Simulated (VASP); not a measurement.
Data:

```
CELL_PARAMETERS angstrom
      2.98195     0.00000     0.00000
      0.00000     2.98195     0.00000
      0.00000     0.00000     2.98195
ATOMIC_POSITIONS crystal
  Al 0.50000 0.50000 0.50000
  Fe 0.00000 0.00000 0.00000
```

These are PBE GGA, VASP's PBE PAW potentials (set 64) (plane waves; VASP) values and carry that method's errors. Settings: 480 eV cut-off, 12×12×12 Γ-centred mesh, first-order Methfessel-Paxton smearing of 0.10 eV, potentials Al Fe.

Give the stress tensor in GPa (positive for a compressed cell).

```
-16.44    0.00    0.00
  0.00  -16.44    0.00
  0.00    0.00  -16.44
```
The pressure is its mean diagonal, -16.44 GPa.

The compound is FeAl in the CsCl type structure. This cell was strained or had an atom moved on purpose. The run is not spin-polarised, so no magnetic state was tried. The electron count is odd and the run is not spin-polarised, which forces a metal.
